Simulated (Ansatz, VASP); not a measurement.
## Be2H3Br in VASP and in Ansatz

```xyz
6
Lattice="3.4685 0.0000 0.0000 0.0000 3.4685 0.0000 0.0000 0.0000 4.9053" Properties=species:S:1:pos:R:3 pbc="T T T"
Be    1.7343    0.0000    3.6789
Be    0.0000    1.7343    1.2263
H     1.7343    1.7343    2.4526
H     0.0000    0.0000    2.4526
H     1.7343    1.7343    0.0000
Br    0.0000    0.0000    0.0000
```

Alike in both runs: task single point; functional PBE; k mesh 6 × 6 × 4; occupations gaussian, width 0.1 eV; no spin polarisation.

|  | VASP | Ansatz |
| --- | --- | --- |
| version | VASP 6.6.1 | Ansatz 0.2.0 |
| potentials or method | VASP PAW PBE potentials, release 64 (Be, H, Br) | scalar-relativistic, plane waves, PAW |
| plane-wave cutoff (eV) | 520 | 420 |
| valence electrons in the cell | 14 | 14 |

|  | VASP | Ansatz | Ansatz less VASP |
| --- | --- | --- | --- |
| gap on the k mesh at the Fermi level (eV) | none | none | - |
| pressure (GPa) | 4.7 | 4.7 | -0.01 |
| largest component of the traceless stress (GPa) | 0.34 | 0.34 | +0.007 |
| rms of the force components (eV/Å) | 0.690 | 0.686 | -0.0042 |

Atom by atom the forces differ by 0.004 eV/Å (rms over components). A gap of «none» marks a metal or a gap that the smearing closes.

Caveats: forces of over 1 eV/Å show positions far from the minimum, so gaps and moduli don't describe the material at rest.
